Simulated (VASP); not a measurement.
Here is the system:

```
KTaO3
1.0
    4.01488     0.00000     0.00000
    0.00000     4.01488     0.00000
    0.00000     0.00000     4.01488
K Ta O
1 1 3
Cartesian
  0.00000   0.00000   0.00000
  2.00744   2.00744   2.00744
  2.00744   0.00000   2.00744
  0.00000   2.00744   2.00744
  2.00744   2.00744   0.00000
```

Method: PBE GGA with D4 dispersion, VASP's PBE PAW potentials (set 64) (plane waves; VASP). Run with 520 eV cut-off, 5×5×5 Γ-centred mesh, Gaussian smearing of 0.050 eV, potentials K_sv Ta_pv O.

Problem. What does the run give for the energy per atom (σ→0)?

Solution. 
- energy per atom (σ→0) = -8.366 eV/atom

Only differences to runs with the same potentials and settings are physical.

The compound is KTaO3 in the cubic perovskite structure. It was relaxed first. The start is the result of an earlier pass.
